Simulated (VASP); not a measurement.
Output of a VASP run:

File OSZICAR:
```
       N       E                     dE             d eps       ncg     rms          rms(c)
DAV:   1     0.964118007331E+02    0.96412E+02   -0.87944E+03 10431   0.133E+03
DAV:   2    -0.859794167576E+01   -0.10501E+03   -0.94054E+02 10361   0.254E+02
DAV:   3    -0.119846721742E+02   -0.33867E+01   -0.32768E+01 12663   0.551E+01
DAV:   4    -0.120196088391E+02   -0.34937E-01   -0.34921E-01 11630   0.477E+00
DAV:   5    -0.120205451137E+02   -0.93627E-03   -0.93625E-03 13311   0.892E-01    0.159E+01
DAV:   6    -0.132791330935E+02   -0.12586E+01   -0.14288E+01 10861   0.832E+01    0.245E+01
DAV:   7    -0.107222732696E+02    0.25569E+01   -0.99438E+00 12854   0.798E+01    0.851E+00
DAV:   8    -0.106897059151E+02    0.32567E-01   -0.42807E-01 11960   0.986E+00    0.410E+00
DAV:   9    -0.106086958455E+02    0.81010E-01   -0.12555E-01 14703   0.740E+00    0.166E+00
DAV:  10    -0.105986943107E+02    0.10002E-01   -0.33039E-02 15377   0.351E+00    0.596E-01
DAV:  11    -0.105980501769E+02    0.64413E-03   -0.16180E-03 13062   0.591E-01    0.259E-01
DAV:  12    -0.105978564986E+02    0.19368E-03   -0.27522E-04 14360   0.258E-01    0.641E-02
DAV:  13    -0.105978608660E+02   -0.43674E-05   -0.38438E-05 13867   0.120E-01    0.321E-02
DAV:  14    -0.105978606111E+02    0.25481E-06   -0.25235E-06 13494   0.266E-02    0.145E-02
DAV:  15    -0.105978607446E+02   -0.13346E-06   -0.16386E-06 13570   0.312E-02    0.457E-03
DAV:  16    -0.105978600918E+02    0.65285E-06   -0.50127E-07  9868   0.137E-02    0.176E-03
DAV:  17    -0.105978599642E+02    0.12755E-06   -0.31010E-08  5565   0.252E-03    0.796E-04
DAV:  18    -0.105978600134E+02   -0.49155E-07   -0.89753E-09  5460   0.152E-03
   1 F= -.10597860E+02 E0= -.10597802E+02  d E =-.105979E+02  mag=     3.2530
       N       E                     dE             d eps       ncg     rms          rms(c)
DAV:   1    -0.105980819231E+02   -0.22196E-03   -0.10106E-02 11333   0.815E-01    0.908E-02
DAV:   2    -0.105980582572E+02    0.23666E-04   -0.60540E-04 13504   0.602E-01    0.139E-01
DAV:   3    -0.105979431128E+02    0.11514E-03   -0.34198E-04 12855   0.501E-01    0.442E-02
DAV:   4    -0.105979200994E+02    0.23013E-04   -0.38728E-05 13345   0.680E-02    0.181E-02
DAV:   5    -0.105979189893E+02    0.11102E-05   -0.32346E-06 14421   0.339E-02    0.624E-03
DAV:   6    -0.105979184029E+02    0.58641E-06   -0.19528E-07  8216   0.502E-03    0.280E-03
DAV:   7    -0.105979185148E+02   -0.11198E-06   -0.52368E-08  5818   0.281E-03    0.810E-04
DAV:   8    -0.105979184856E+02    0.29245E-07   -0.90103E-09  5334   0.178E-03
   2 F= -.10597918E+02 E0= -.10597858E+02  d E =-.584722E-04  mag=     3.2502
```

OUTCAR:
```
------------------------ aborting loop because EDIFF is reached ----------------------------------------
  FORCE on cell =-STRESS in cart. coord.  units (eV):
  Direction    XX          YY          ZZ          XY          YZ          ZX
  --------------------------------------------------------------------------------------
  Total       -1.0890317     -1.0890317     -1.0618141      0.0000000      0.0000000      0.0000000
  in kB      -61.7456843    -61.7456843    -60.2025070      0.0000000      0.0000000      0.0000000
  external PRESSURE =     -61.2312919 kB  Pullay stress =       0.0000000 kB
  volume of cell :       28.26
      direct lattice vectors                 reciprocal lattice vectors
     2.733706058  0.000000000 -0.000000000     0.365803777  0.000000000 -0.000000000
     0.000000000  2.733706058  0.000000000    -0.000000000  0.365803777 -0.000000000
     0.000000000  0.000000000  3.781297809     0.000000000  0.000000000  0.264459466
 POSITION                                       TOTAL-FORCE (eV/Angst)
 -----------------------------------------------------------------------------------
      0.00000      0.00000      0.00000        -0.000000     -0.000000      0.000000
      1.36685      1.36685      1.89065         0.000000      0.000000      0.000000
 -----------------------------------------------------------------------------------
    total drift:                               -0.000000      0.000000      0.000000
  FREE ENERGIE OF THE ION-ELECTRON SYSTEM (eV)
  ---------------------------------------------------
  free  energy   TOTEN  =       -10.5979184856 eV

  energy  without entropy=      -10.5977357847  energy(sigma->0) =      -10.59785759

 total charge

# of ion       s       p       d       tot
------------------------------------------
    1        0.400   0.428   6.132   6.960
    2        0.701   0.627   8.051   9.379
--------------------------------------------------
tot          1.102   1.055  14.183  16.340

 magnetization (x)

# of ion       s       p       d       tot
------------------------------------------
    1        0.001  -0.006   2.897   2.892
    2       -0.024  -0.063   0.418   0.331
--------------------------------------------------
tot         -0.022  -0.069   3.314   3.223

 reached required accuracy - stopping structural energy minimisation
```
(Selected blocks of OUTCAR.)

File POSCAR:
```
FePt
1
    2.7353208973     0.0000000000     0.0000000000
    0.0000000000     2.7353208973     0.0000000000
    0.0000000000     0.0000000000     3.7768344305
Fe Pt
1 1
Direct
  1.0000000000   0.0000000000   0.0000000000
  0.5000000000   0.5000000000   0.5000000000
```

Q: Write an INCAR and KPOINTS that could have produced this output.

A: One answer among several that fit: the input of the run itself, rev-vdW-DF2, plane waves, VASP's PBE PAW potentials (set 64).

**INCAR**
```
SYSTEM=FePt
PREC=Accurate; ENCUT=520; LREAL=.FALSE.
LASPH=.TRUE.
EDIFF=1E-7; NELM=100; ALGO=Normal
LMAXMIX=6
ISMEAR=1; SIGMA=0.1
GGA=MK; LUSE_VDW=.TRUE.; AGGAC=0.0
PARAM1=0.1234568; PARAM2=0.7114; ZAB_VDW=-1.8867
MAGMOM=2.9 0.3
ISPIN=2
IBRION=2; NSW=30; ISIF=4
EDIFFG=-0.01
LWAVE=.FALSE.; LCHARG=.FALSE.; LORBIT=10
```

KPOINTS:
```
Automatic mesh
0
Gamma
13 13 10
0 0 0
```

POTCAR, in this order: Fe Pt (PBE.64 set). Program: vasp_std.

The compound is FePt in the L1_0 structure. This cell is one point of a volume scan, at 1.03 of the reference volume. Symmetry was kept, so distortions that lower it aren't found.
